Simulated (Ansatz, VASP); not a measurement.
# Rb26Br11F15: VASP beside Ansatz

Aim: how closely do two programs agree when they are given the same cell, functional and k mesh? Of the first pair: The structure shown is the start of the Ansatz relaxation below; VASP solves that cell, so the two are compared at the walk's first step.

Program: Ansatz 0.2.0. Level of theory: plane waves, with VASP 6.6.1 beside it; single point at PBE. Results are calculated unless marked as measured.

### 1. The starting structure

The cell holds 104 atoms: 52 Rb, 22 Br and 30 F. Its edges and angles: a = 16.289 Å, b = 16.289 Å, c = 16.289 Å, α = 90.0°, β = 90.0°, γ = 90.0°.

### 2. Ansatz: relaxation, PBE

Ansatz runs on its default PAW (the set named soft_2) files.

The two programs are compared at the cell with which this relaxation starts, whose forces are those of its first step.

The input, input.yaml:

```yaml
crystal:
  lattice:
    - [16.2888, 0.0, 0.0]
    - [0.0, 16.2888, 0.0]
    - [0.0, 0.0, 16.2888]
  atoms:
    - { symbol: Rb, position: [0.00095, 0.23626, 0.39521] }
    - { symbol: Rb, position: [0.9154, 0.36863, 0.98998] }
    - { symbol: Rb, position: [0.41475, 0.64818, 0.52196] }
    - { symbol: Rb, position: [0.72666, 0.27211, 0.23667] }
    - { symbol: Rb, position: [0.70506, 0.55014, 0.45332] }
    - { symbol: Rb, position: [0.68493, 0.20801, 0.97796] }
    - { symbol: Rb, position: [0.11133, 0.40897, 0.79672] }
    - { symbol: Rb, position: [0.91568, 0.55893, 0.97512] }
    - { symbol: Rb, position: [0.28815, 0.62303, 0.18018] }
    - { symbol: Rb, position: [0.28958, 0.52181, 0.69431] }
    - { symbol: Rb, position: [0.23209, 0.37647, 0.51343] }
    - { symbol: Rb, position: [0.50752, 0.32318, 0.1293] }
    - { symbol: Rb, position: [0.37798, 0.12289, 0.79536] }
    - { symbol: Rb, position: [0.60911, 0.68252, 0.69512] }
    - { symbol: Rb, position: [0.89498, 0.06833, 0.09231] }
    - { symbol: Rb, position: [0.9046, 0.67788, 0.3359] }
    - { symbol: Rb, position: [0.91984, 0.25642, 0.7524] }
    - { symbol: Rb, position: [0.97712, 0.48488, 0.48751] }
    - { symbol: Rb, position: [0.93551, 0.56583, 0.72219] }
    - { symbol: Rb, position: [0.85935, 0.41812, 0.2674] }
    - { symbol: Rb, position: [0.31875, 0.05274, 0.53074] }
    - { symbol: Rb, position: [0.18367, 0.2119, 0.00552] }
    - { symbol: Rb, position: [0.01557, 0.77867, 0.13944] }
    - { symbol: Rb, position: [0.4741, 0.36021, 0.41325] }
    - { symbol: Rb, position: [0.67805, 0.48656, 0.04176] }
    - { symbol: Rb, position: [0.1961, 0.27178, 0.25194] }
    - { symbol: Rb, position: [0.64331, 0.84476, 0.45409] }
    - { symbol: Rb, position: [0.81018, 0.32858, 0.57243] }
    - { symbol: Rb, position: [0.60333, 0.66894, 0.26152] }
    - { symbol: Rb, position: [0.41078, 0.60926, 0.93643] }
[... 68 atom lines left out ...]
    - { symbol: F, position: [0.60562, 0.1892, 0.17611] }
    - { symbol: F, position: [0.15536, 0.45799, 0.62433] }
    - { symbol: F, position: [0.92561, 0.78903, 0.99062] }
    - { symbol: F, position: [0.08177, 0.1091, 0.28471] }
    - { symbol: F, position: [0.13008, 0.35127, 0.37638] }
    - { symbol: F, position: [0.02724, 0.78631, 0.33882] }
kpoints:
  mp_grid: { grid: [1, 1, 1] }
hamiltonian:
  xc: pbe
scf:
  occupations: { method: fixed }
output:
  forces: true
relax:
  f_tol: 0.05
  max_steps: 73
  cell: {}
```

Launch:

```bash
$ ansatz run input.yaml --threads 4 --pin off --max-ram 8192MiB --backend cpu --events-out ev --progress --plain --runs-dir out
```

Numbers of over 12 decimals in the logs are rounded to 6 here.

The log of the run:

```text
Engine: ansatz 0.2.0, aarch64-unknown-linux-gnu
Pseudopotentials: kind: paw
Pseudopotential: Rb, paw, valence charge 9, recommended cutoff 420 eV (normal), Rb.paw.azcp
Pseudopotential: Br, paw, valence charge 7, recommended cutoff 420 eV (normal), Br.paw.azcp
Pseudopotential: F, paw, valence charge 7, recommended cutoff 420 eV (normal), F.paw.azcp
Functional definition: PBE
  parameter kappa = 0.804
  parameter beta = 0.066725
  exchange = pbe_x(kappa = kappa, mu = beta*pi^2/3)
  correlation = pbe_c(beta = beta)
Crystal: 104 atoms, lattice volume = 4321.826 Å³
Basis set: ecut = 420 eV, 84439 PW (Γ), exchange–correlation on 240×240×240 points (8 copies of the dense FFT grid, shifted against one another)
Bands: 520, of which v1, the nominal top of the filled ones, is band 416 counted from 1 (415 counted from 0)
Symmetry: 1 space group operations
Space group: P1 (ITA 1), of the structure as read, at distance tolerance 1.6e-4 Å
k-points: 1
Non-local potential: Rb, projectors of the file, l = 0: 3, l = 1: 2, l = 2: 2
Non-local potential: Br, projectors of the file, l = 0: 2, l = 1: 2, l = 2: 2
Non-local potential: F, projectors of the file, l = 0: 2, l = 1: 2, l = 2: 1
PAW form: soft (Blöchl's): semilocal exchange-correlation on the pseudo side does not see the compensation charge
PAW one-centre angular grid: Rb, 110 points (default); XC on 64 Gauss nodes
PAW one-centre angular grid: Br, 110 points (default); XC on 64 Gauss nodes
PAW one-centre angular grid: F, 110 points (default); XC on 64 Gauss nodes
Initial density: superposition of atomic densities (neutral atoms: chi_scale 0, normalization atom), corrected by the library's trained network
Initial wavefunctions: pseudopotential atomic-orbital guess
Functional: x = pbe(κ = 0.804, μ = 0.219515), c = pbe(β = 0.066725)
SCF iter   1: F=—  HF=-255513.853601 eV  |F-HF|=—  |Δ(HF+E_count)|=         —  Δρ=1.17e-3  dr2=1.92e-1  ethr=1.77e-3  ⟨swp⟩=6.0  Hψ=1707  notcnv=0  defer=99
preconditioner: auto → Resta (q_TF=auto, 2.073 Å⁻¹)  ε∞=2.6  [insulator: Δε(μ)=3.106 eV  Ē_g=11.641 eV  n_scr=618 (ndim 8)  ℏωp=14.6 eV  f_vac=0.270  ε∞_Penn≈2.6]
SCF iter   2: F=—  HF=-255513.827059 eV  |F-HF|=—  |Δ(HF+E_count)|=   2.65e-2  Δρ=6.97e-4  dr2=4.69e-2  ethr=2.31e-5  ⟨swp⟩=3.0  Hψ=930  notcnv=0  defer=100
SCF iter   3: F=—  HF=-255513.818639 eV  |F-HF|=—  |Δ(HF+E_count)|=   8.42e-3  Δρ=5.43e-4  dr2=1.94e-2  ethr=5.64e-6  ⟨swp⟩=3.0  Hψ=790  notcnv=0  defer=102
SCF iter   4: F=—  HF=-255513.813931 eV  |F-HF|=—  |Δ(HF+E_count)|=   4.71e-3  Δρ=2.04e-4  dr2=2.45e-3  ethr=2.33e-6  ⟨swp⟩=3.0  Hψ=789  notcnv=0  defer=102
SCF iter   5: F=—  HF=-255513.813588 eV  |F-HF|=—  |Δ(HF+E_count)|=   3.43e-4  Δρ=5.66e-5  dr2=2.04e-4  ethr=2.95e-7  ⟨swp⟩=2.0  Hψ=788  notcnv=0  defer=102
SCF iter   6: F=—  HF=-255513.813644 eV  |F-HF|=—  |Δ(HF+E_count)|=   5.62e-5  Δρ=4.51e-5  dr2=6.24e-5  ethr=2.45e-8  ⟨swp⟩=2.0  Hψ=788  notcnv=0  defer=102
SCF iter   7: F=—  HF=-255513.813993 eV  |F-HF|=—  |Δ(HF+E_count)|=   3.49e-4  Δρ=1.62e-5  dr2=9.05e-6  ethr=7.50e-9  ⟨swp⟩=2.0  Hψ=881  notcnv=0  defer=99
SCF iter   8: F=—  HF=-255513.813993 eV  |F-HF|=—  |Δ(HF+E_count)|=   6.11e-7  Δρ=3.65e-6  dr2=7.37e-7  ethr=1.09e-9  ⟨swp⟩=2.0  Hψ=783  notcnv=0  defer=99
SCF iter   9: F=—  HF=-255513.813994 eV  |F-HF|=—  |Δ(HF+E_count)|=   4.82e-7  Δρ=3.78e-6  dr2=4.17e-7  ethr=8.86e-11  ⟨swp⟩=2.0  Hψ=787  notcnv=0  defer=101
SCF iter  10: F=-255513.813994 eV  HF=-255513.813994 eV  |F-HF|=2.76e-9  |Δ(HF+E_count)|=   8.63e-8  Δρ=4.52e-7  dr2=1.25e-8  ethr=1.20e-11  ⟨swp⟩=3.0  Hψ=1865  notcnv=0
SCF 1 converged in 10 iterations: F = -255513.813994 eV  dr2 = 1.25e-8
  greatest PAW one-centre occupation: 0.973 electrons in one spin orbital (limit 2), on the Rb atom at site 21 (counted from 0), in its partial waves of l = 0
relax step   1: F+E_penalty+E_count = -255513.81399390 eV  Δ(F+E_penalty+E_count) = +0.000e0 eV  max|allowed force component| = 1.126e0 eV/Å  Δτ_max = 0.0000 Å  P = -0.431 GPa  Ω = 4321.826 Å³  (10 SCF iters, dr2 threshold 1.00e-7 eV, accepted)
Crystal: 104 atoms, lattice volume = 4206.235 Å³
Basis set: ecut = 420 eV, 82111 PW (Γ), exchange–correlation on 240×240×240 points (8 copies of the dense FFT grid, shifted against one another)
Initial density: handed on by an earlier stage of this run
Initial wavefunctions: those handed on with the density
iter 1 solved again at ethr=4.63e-4 eV; its pass at ethr=3.10e-3 eV (dr2=3.85e0 eV) is discarded
SCF iter   1: F=—  HF=-255519.607059 eV  |F-HF|=—  |Δ(HF+E_count)|=         —  Δρ=1.09e-2  dr2=3.87e0  ethr=4.63e-4  ⟨swp⟩=1.0  Hψ=2003  notcnv=0  defer=97
preconditioner: auto → Resta (q_TF=auto, 2.083 Å⁻¹)  ε∞=2.6  [insulator: Δε(μ)=3.282 eV  Ē_g=11.578 eV  n_scr=618 (ndim 8)  ℏωp=14.8 eV  f_vac=0.256  ε∞_Penn≈2.6]
[...]
cell:  # Å, volume = 3801.8067 Å³
    - [15.912437, 0.497834, 0.110549]
    - [0.497834, 16.044685, 0.152166]
    - [0.110549, 0.152166, 14.907558]
  atoms:
    - { symbol: Rb, position: [0.00419024, 0.222195, 0.383309] }
    - { symbol: Rb, position: [0.930572, 0.404720, 0.977222] }
    - { symbol: Rb, position: [0.418417, 0.703995, 0.549675] }
    - { symbol: Rb, position: [0.739823, 0.269630, 0.245335] }
    - { symbol: Rb, position: [0.687781, 0.622509, 0.432007] }
    - { symbol: Rb, position: [0.774116, 0.224926, 1.001576] }
    - { symbol: Rb, position: [0.133613, 0.399974, 0.789525] }
    - { symbol: Rb, position: [0.965273, 0.659654, 0.906643] }
    - { symbol: Rb, position: [0.341107, 0.592496, 0.189893] }
    - { symbol: Rb, position: [0.224356, 0.595115, 0.697366] }
    - { symbol: Rb, position: [0.240423, 0.394568, 0.517503] }
    - { symbol: Rb, position: [0.503958, 0.307557, 0.065124] }
    - { symbol: Rb, position: [0.344255, 0.077043, 0.885393] }
    - { symbol: Rb, position: [0.622252, 0.697742, 0.664800] }
    - { symbol: Rb, position: [0.976285, 0.095163, 0.131315] }
    - { symbol: Rb, position: [0.905458, 0.687390, 0.399728] }
    - { symbol: Rb, position: [0.902774, 0.270408, 0.755371] }
    - { symbol: Rb, position: [1.004131, 0.428567, 0.509031] }
    - { symbol: Rb, position: [0.830575, 0.534150, 0.674165] }
    - { symbol: Rb, position: [0.863934, 0.442085, 0.255006] }
    - { symbol: Rb, position: [0.301479, 0.059981, 0.579374] }
    - { symbol: Rb, position: [0.160841, 0.261876, -0.00322598] }
    - { symbol: Rb, position: [0.103101, 0.755077, 0.161823] }
    - { symbol: Rb, position: [0.505602, 0.403283, 0.441750] }
[...]
- { symbol: Rb, position: [0.210293, -0.00234474, 0.223741] }
    - { symbol: Rb, position: [0.506497, 0.156200, 0.308327] }
    - { symbol: Rb, position: [0.599183, 0.0022547, 0.795740] }
    - { symbol: Rb, position: [0.039038, 0.904744, 0.963649] }
    - { symbol: Rb, position: [0.804505, 0.854221, 0.901690] }
    - { symbol: Rb, position: [0.867979, 0.809777, 0.170918] }
    - { symbol: Rb, position: [0.361967, 0.846522, 0.781098] }
    - { symbol: Rb, position: [0.187830, 0.550759, 0.988080] }
    - { symbol: Br, position: [0.661030, 0.863708, 0.076718] }
    - { symbol: Br, position: [0.749271, 0.640555, 0.848179] }
    - { symbol: Br, position: [0.029744, 0.315854, 0.165681] }
    - { symbol: Br, position: [0.879065, 0.056833, 0.900996] }
    - { symbol: Br, position: [0.328047, 0.558208, 0.414044] }
    - { symbol: Br, position: [0.353105, 0.224977, 0.449701] }
    - { symbol: Br, position: [0.411220, 0.407710, 0.655153] }
    - { symbol: Br, position: [0.180344, 0.947073, 0.463061] }
    - { symbol: Br, position: [0.721488, 0.167219, 0.677497] }
    - { symbol: Br, position: [0.164454, 0.054338, 1.005852] }
    - { symbol: Br, position: [0.967392, 0.836891, 0.745580] }
    - { symbol: Br, position: [0.300242, 0.383877, 0.108254] }
    - { symbol: Br, position: [0.189396, 0.746962, 0.881224] }
    - { symbol: Br, position: [0.834231, 0.943165, 0.466839] }
    - { symbol: Br, position: [0.301562, 0.802745, 0.228802] }
    - { symbol: Br, position: [0.505534, -0.000379181, 0.593989] }
    - { symbol: Br, position: [0.522371, 0.190602, 0.867176] }
    - { symbol: Br, position: [0.636754, 0.478818, 0.278249] }
    - { symbol: Br, position: [0.380634, 0.094810, 0.141696] }
    - { symbol: Br, position: [0.490187, 0.658997, 0.043897] }
    - { symbol: Br, position: [0.636245, 0.489827, 0.603717] }
    - { symbol: Br, position: [0.863019, 0.595126, 0.099803] }
    - { symbol: F, position: [0.173847, 0.600740, 0.161580] }
    - { symbol: F, position: [0.462012, 0.922090, 0.893275] }
    - { symbol: F, position: [0.470545, 0.709287, 0.744382] }
    - { symbol: F, position: [0.00688854, 0.156580, 0.663178] }
    - { symbol: F, position: [1.011112, 0.916404, 0.159052] }
    - { symbol: F, position: [0.879548, 0.384988, 0.619160] }
    - { symbol: F, position: [0.035161, 0.288249, 0.872500] }
    - { symbol: F, position: [0.048227, 0.507822, 0.901162] }
    - { symbol: F, position: [0.801819, 0.664421, 0.557110] }
    - { symbol: F, position: [0.682222, 0.852410, 0.766065] }
    - { symbol: F, position: [0.599571, 0.248268, 0.456852] }
    - { symbol: F, position: [0.258316, -0.0060921, 0.739156] }
    - { symbol: F, position: [0.790731, 0.361988, 0.099931] }
    - { symbol: F, position: [0.250001, 0.235128, 0.842636] }
    - { symbol: F, position: [0.254787, 0.737403, 0.599961] }
    - { symbol: F, position: [0.751846, 0.736698, 0.308501] }
    - { symbol: F, position: [0.540441, 0.421823, 0.924606] }
    - { symbol: F, position: [0.618820, 1.023457, 0.325922] }
    - { symbol: F, position: [0.855279, 0.307245, 0.375773] }
    - { symbol: F, position: [0.784695, 0.358639, 0.878503] }
    - { symbol: F, position: [0.280155, 0.497800, 0.843298] }
    - { symbol: F, position: [0.577107, 0.740062, 0.495403] }
    - { symbol: F, position: [0.812300, 0.135493, 0.156672] }
    - { symbol: F, position: [0.964481, 0.530259, 0.368311] }
    - { symbol: F, position: [0.601932, 0.213716, 0.170334] }
    - { symbol: F, position: [0.126961, 0.476018, 0.625330] }
    - { symbol: F, position: [0.931540, 0.793337, 1.007840] }
    - { symbol: F, position: [0.080898, 0.103162, 0.280143] }
    - { symbol: F, position: [0.123679, 0.343915, 0.397437] }
    - { symbol: F, position: [0.037433, 0.769710, 0.332219] }
```

### 3. VASP: single point, PBE, start cell, pair 1

The same cell, functional and mesh now go to VASP, with its own data sets.

Lines of VASP's logs that name or quote its potential files are left out, and so is its time.

The input, INCAR:

```
SYSTEM = Rb26Br11F15
PREC = Accurate
ENCUT = 520
EDIFF = 1E-06
NELM = 120
ISMEAR = 0
SIGMA = 0.01
LREAL = Auto
ALGO = Normal
GGA = PE
NBANDS = 488
LORBIT = 11
LWAVE = .FALSE.
LCHARG = .FALSE.
ISIF = 2
LASPH = .TRUE.
GGA_COMPAT = .FALSE.
EFERMI = MIDGAP
NCORE = 2
```

The input, POSCAR:

```
Rb26Br11F15
1.0
   16.2888000000      0.0000000000      0.0000000000
    0.0000000000     16.2888000000      0.0000000000
    0.0000000000      0.0000000000     16.2888000000
Rb Br F
52 22 30
Direct
    0.0009515741      0.2362604980      0.3952102058
    0.9154019940      0.3686275232      0.9899808457
    0.4147512401      0.6481815726      0.5219598743
    0.7266588085      0.2721072148      0.2366718236
    0.7050611463      0.5501387456      0.4533176170
    0.6849307500      0.2080079564      0.9779603163
    0.1113280291      0.4089681253      0.7967192181
    0.9156782575      0.5589300624      0.9751178724
    0.2881489121      0.6230293208      0.1801790187
    0.2895793429      0.5218125338      0.6943114287
    0.2320919896      0.3764672659      0.5134325426
    0.5075205049      0.3231791169      0.1292974314
    0.3779775060      0.1228881194      0.7953624576
    0.6091117823      0.6825180492      0.6951218015
    0.8949830558      0.0683291587      0.0923088257
    0.9045970237      0.6778829625      0.3358995138
    0.9198406267      0.2564215903      0.7524004224
    0.9771192476      0.4848791808      0.4875128923
    0.9355078336      0.5658305093      0.7221894799
    0.8593512106      0.4181216541      0.2673984578
    0.3187527626      0.0527417612      0.5307389126
    0.1836722165      0.2119002014      0.0055191297
    0.0155689799      0.7786700064      0.1394393694
    0.4740987673      0.3602106969      0.4132471391
    0.6780487206      0.4865613182      0.0417587545
    0.1960979323      0.2717818378      0.2519399833
    0.6433070576      0.8447583616      0.4540911547
    0.8101824567      0.3285816021      0.5724301360
    0.6033286676      0.6689381661      0.2615171161
    0.4107791857      0.6092591228      0.9364287118
[... 68 atom lines left out ...]
    0.6056185845      0.1891974854      0.1761087373
    0.1553582830      0.4579895388      0.6243308285
    0.9256114631      0.7890329552      0.9906193213
    0.0817678405      0.1090995040      0.2847109670
    0.1300771082      0.3512720397      0.3763813172
    0.0272395757      0.7863071558      0.3388217671
```

The input, KPOINTS:

```
Automatic mesh
0
Gamma
1 1 1
0 0 0
```

The projector-augmented-wave data sets are Rb_sv, Br and F (PBE family, release 64).

Launch:

```bash
$ mpirun -np 8 vasp_gam
```

The log of the run:

```text
[banner, memory and clock lines left out]
running    8 mpi-ranks, on    1 nodes
[...]
LDA part: xc-table for (Slater+PW92), standard interpolation
 POSCAR, INCAR and KPOINTS ok, starting setup
[...]
entering main loop
       N       E                     dE             d eps       ncg     rms          rms(c)
DAV:   1     0.857445765784E+04    0.85745E+04   -0.41325E+05  1024   0.153E+03
DAV:   2     0.612582657166E+03   -0.79619E+04   -0.77916E+04  1240   0.345E+02
DAV:   3    -0.381502822662E+03   -0.99409E+03   -0.99098E+03  1192   0.124E+02
DAV:   4    -0.419603826874E+03   -0.38101E+02   -0.38007E+02  1200   0.251E+01
[...]
DAV:  21    -0.353584993954E+03    0.16435E-05   -0.15778E-05  1104   0.598E-03    0.709E-03
DAV:  22    -0.353584991974E+03    0.19792E-05   -0.54927E-06   848   0.387E-03    0.257E-03
DAV:  23    -0.353584991564E+03    0.41002E-06   -0.11414E-06   696   0.212E-03
   1 F= -.35358499E+03 E0= -.35358499E+03  d E =0.000000E+00
```

OUTCAR, selected parts (step 3):

```text
  FREE ENERGIE OF THE ION-ELECTRON SYSTEM (eV)
  ---------------------------------------------------
  free  energy   TOTEN  =      -353.5849915644 eV

  energy  without entropy=     -353.5849915644  energy(sigma->0) =     -353.58499156
```

The run ends at a pressure of -0.44 GPa, with forces up to 1.3 eV/Å.

### 4. Side by side

Known differences besides the potentials themselves: fixed occupations in Ansatz, narrow Gaussian smearing in VASP; the cutoff is 420 eV in Ansatz and 520 eV in VASP (PREC = Accurate, projectors in real space). Total energies have different zeros and are not compared.

Forces on 10 of the 104 atoms, those with the largest forces and the largest differences (eV/Å; atoms numbered as in POSCAR):

```
atom         Ansatz x, y, z           VASP x, y, z
 Rb2  -0.152, -1.004, 0.127  -0.149, -1.009, 0.128
Rb20   0.566, 0.802, -0.204   0.578, 0.821, -0.208
Rb33  -0.864, -0.516, 0.186  -0.866, -0.522, 0.189
Rb41  -0.448, -0.457, 0.064  -0.457, -0.472, 0.085
Rb42   0.775, 0.625, -0.812   0.782, 0.628, -0.813
Rb46  -0.418, 0.427, -0.091  -0.439, 0.444, -0.105
Rb50  -0.421, 0.909, -0.300  -0.430, 0.924, -0.300
Br67  -0.587, -0.708, 0.542  -0.592, -0.714, 0.547
Br74  0.251, -1.126, -0.142  0.255, -1.143, -0.141
 F92   0.721, -0.248, 0.018   0.739, -0.266, 0.035
```

The forces differ by 7.3 meV/Å r.m.s., which is 2.3 % of the r.m.s. force of 0.325 eV/Å (both taken over all components).

(Part 1 of 2 ends here.)

[Lines on the potential files, build, host, timing and source positions are cut from VASP's logs without a mark.]

[Logs are printed without paths, hosts, clocks, repeated set-up lines and the standing remarks that a program may print on its own settings, such as how far it seeks lower states.]

[Hosts, paths, dates, database ids (printed as entryN), source tags and the programs' standing remarks are cut or masked in the printed files.]
